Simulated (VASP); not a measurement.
Input for VASP

File POSCAR:
```
C
1
    2.1273200000    -1.2282800000     0.0000000000
    2.1273200000     1.2282800000     0.0000000000
   -1.3790690000     0.0000000000     3.5028350000
C
2
Direct
  0.8333600000   0.8333600000   0.0000900000
  0.1666400000   0.1666400000   0.9999100000
```

KPOINTS:
```
Automatic mesh
0
Gamma
16 16 9
0 0 0
```

INCAR:
```
! general
SYSTEM  =  C
PREC    =  Accurate
ENCUT   =  400   ! plane-wave cut-off (eV)
LREAL   =  .False.   ! projection in real space or not
LASPH   =  .True.   ! aspherical one-centre terms

! electronic loop
EDIFF   =  1E-6
NELM    =  100
ALGO    =  Normal   ! blocked Davidson

! smearing
ISMEAR  =  0   ! Gaussian
SIGMA   =  0.05   ! width (eV)

! functional
GGA     =  PS

! ions
ISIF    =  2   ! forces and stress, cell fixed

! output
LWAVE   =  .False.
LCHARG  =  .False.
```

POTCAR, in this order: C (PBE.64 set). Program: vasp_std.

Problem. Write an equivalent input for Ansatz.

Solution. One equivalent input (not run):
Ansatz 0.2 input:
```yaml
crystal:
  lattice:
    - [2.1273200, -1.2282800, 0.0000000]
    - [2.1273200, 1.2282800, 0.0000000]
    - [-1.3790690, 0.0000000, 3.5028350]
  atoms:
    - { symbol: C, position: [0.8333600, 0.8333600, 0.0000900] }
    - { symbol: C, position: [0.1666400, 0.1666400, 0.9999100] }
kpoints:
  mp_grid: { grid: [16, 16, 9] }
hamiltonian:
  xc: pbesol
  pseudopotentials: { kind: paw }
scf:
  occupations: { method: gaussian, width: 0.05 }
  max_iter: 100
output: { forces: true, stress: true, eigenvalues: true }
```
The two are equivalent in intent, not identical: each code has its own PAW files, so the cut-off isn't converted (ENCUT is set for VASP's; basis.ecutwfc is left out, and Ansatz then takes the one that its files recommend); Ansatz stops its SCF on the density residual and VASP on the energy change (EDIFF).

The structure comes from a computed database's C entry; how it stands against other phases isn't given here. The cell was not relaxed at this level.
